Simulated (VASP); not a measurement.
These are LDA (Ceperley-Alder, Perdew-Zunger), VASP's LDA PAW potentials (set 64) (plane waves; VASP 6.6.1) values and carry that method's errors.

A VASP calculation is set up with these files.

KPOINTS:
```
Regular mesh
0
G
  3 3 3
```

**INCAR**
```
SIGMA = 0.05   ! width (eV)
LWAVE = .FALSE.
ENCUT = 300
LREAL = .FALSE.   ! projection in real space or not
EDIFF = 1E-6   ! SCF stop (eV)
LMAXMIX = 4
ALGO = Normal   ! blocked Davidson
LASPH = .TRUE.   ! aspherical one-centre terms
NELM = 100   ! most electronic steps
PREC = Accurate
LCHARG = .FALSE.
SYSTEM = CsGeBr3
ISIF = 2
ISMEAR = -1   ! Fermi-Dirac
```

**POSCAR**
```
CsGeBr3
1
    3.9692850000     2.2916680000     3.3349700000
   -3.9692850000     2.2916680000     3.3349700000
    0.0000000000    -4.5833360000     3.3349700000
Cs Ge Br
1 1 3
Direct
  0.0013000000   0.0013000000   0.0013000000
  0.4770800000   0.4770800000   0.4770800000
  0.0286600000   0.5054650000   0.5054650000
  0.5054650000   0.0286600000   0.5054650000
  0.5054650000   0.5054650000   0.0286600000
```

POTCAR, in this order: Cs_sv Ge_d Br (LDA.64 set). Program: vasp_std.

Q: What will the output report for the number of irreducible k-points (NKPTS), largest plane-wave count, number of space-group operations, FFT grid (NGX, NGY, NGZ)?

A: 
The number of irreducible k-points (NKPTS) comes out as 6. The largest plane-wave count is 2153 and the number of space-group operations is 6. The FFT grid (NGX, NGY, NGZ) is 32 × 32 × 32.

The structure comes from a computed database's CsGeBr3 entry (R3m); how it stands against other phases isn't given here. The cell was not relaxed at this level. The run is one of a series of settings (GGA removed, POTCAR Cs_sv Ge_d Br (LDA.64 set) against the base run), some of them coarse on purpose.
